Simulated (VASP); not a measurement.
Here is the system:

```yaml
crystal:
  lattice:
    - [2.09570, -3.62985, 0.00000]
    - [2.09570, 3.62985, 0.00000]
    - [0.00000, 0.00000, 6.81191]
  atoms:
    - { symbol: Cd, position: [0.66667, 0.33333, 0.50002] }
    - { symbol: Cd, position: [0.33333, 0.66667, 0.00002] }
    - { symbol: S, position: [0.66667, 0.33333, 0.87698] }
    - { symbol: S, position: [0.33333, 0.66667, 0.37698] }
```

Computed with optB88-vdW, VASP's PBE PAW potentials (set 64) (plane waves; VASP). Numerical set-up: 520 eV cut-off, 6×6×3 Γ-centred mesh, Gaussian smearing of 0.050 eV, potentials Cd S.

Estimate the energy per atom (σ→0), band gap (on the k-mesh) with the smallest direct gap where there is one.

The band gap (on the k-mesh) comes out as 0.99 eV, the smallest direct gap (on the k-mesh) is 0.99 eV and the energy per atom (σ→0) comes out as -0.665 eV/atom.

The compound is CdS in the wurtzite structure. It was relaxed first. The start is the result of an earlier pass.
